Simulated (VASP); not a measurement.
Consider the following.

```
CsBr
1.0
    4.29000     0.00000     0.00000
    0.00000     4.29000     0.00000
    0.00000     0.00000     4.29000
Cs Br
1 1
Direct
  0.00000   0.00000   0.00000
  0.50000   0.50000   0.50000
```
Cell charge +0.1.

These are PBE GGA, VASP's PBE PAW potentials (set 64) (plane waves; VASP) values and carry that method's errors. Settings: NELECT = 15.9, 400 eV cut-off, 6×6×6 Γ-centred mesh, Gaussian smearing of 0.050 eV, potentials Cs_sv Br.

The cell is charged, with a uniform compensating background. Unless said otherwise, spin-orbit coupling is left out, though it shifts the bands of the heavy elements here.

What does the run give for the energy per atom (σ→0), band gap (on the k-mesh) with the smallest direct gap where there is one?

```
Item                                                        Result
------------------------  ----------------------------------------
band gap (on the k-mesh)  none (metal, semimetal or under 0.01 eV)
energy per atom (σ→0)                               -2.984 eV/atom
```

The absolute energy has meaning only against runs of the same code, potentials and settings.

The compound is CsBr in the CsCl type structure. The cell was not relaxed at this level. The run is one of a series of settings (NELECT = 15.9 against the base run), some of them coarse on purpose.
